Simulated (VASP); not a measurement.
OSZICAR of a VASP run on Mo (bcc):

File OSZICAR:
```
       N       E                     dE             d eps       ncg     rms          rms(c)
DAV:   1     0.926865666331E+02    0.92687E+02   -0.83391E+03  4309   0.131E+03
DAV:   2    -0.768550559786E+01   -0.10037E+03   -0.97279E+02  4698   0.342E+02
DAV:   3    -0.904230391141E+01   -0.13568E+01   -0.13436E+01  4898   0.396E+01
DAV:   4    -0.904595270696E+01   -0.36488E-02   -0.36481E-02  4730   0.239E+00
DAV:   5    -0.904597176583E+01   -0.19059E-04   -0.19059E-04  4980   0.169E-01    0.149E+01
DAV:   6    -0.847253873420E+01    0.57343E+00   -0.10129E+00  4641   0.121E+01    0.405E+00
DAV:   7    -0.839406840036E+01    0.78470E-01   -0.20506E-01  5015   0.505E+00    0.936E-01
DAV:   8    -0.839003549941E+01    0.40329E-02   -0.45323E-03  4464   0.964E-01    0.179E-01
DAV:   9    -0.839012075389E+01   -0.85254E-04   -0.11812E-04  5105   0.146E-01    0.798E-02
DAV:  10    -0.839012912107E+01   -0.83672E-05   -0.15573E-05  4527   0.514E-02    0.827E-03
DAV:  11    -0.839013107336E+01   -0.19523E-05   -0.30046E-07  5169   0.588E-03    0.151E-03
DAV:  12    -0.839013031612E+01    0.75724E-06   -0.19531E-08  2514   0.171E-03    0.119E-04
DAV:  13    -0.839013038553E+01   -0.69412E-07   -0.61574E-10  2391   0.335E-04
   1 F= -.83901304E+01 E0= -.83901304E+01  d E =0.000000E+00
```

Problem. Which electronic solver shows in the log?

Solution. It is blocked Davidson (ALGO = Normal, or the opening steps of other solvers). The INCAR had ALGO = Normal.

Problem. Can the final energy be trusted as converged?

Solution. The run converged. It stopped with EDIFF = 1E-7, NELM = 100 (rev-vdW-DF2, plane waves, VASP's PBE PAW potentials (set 64)).

The compound is Mo in the bcc structure. The cell was not relaxed at this level.
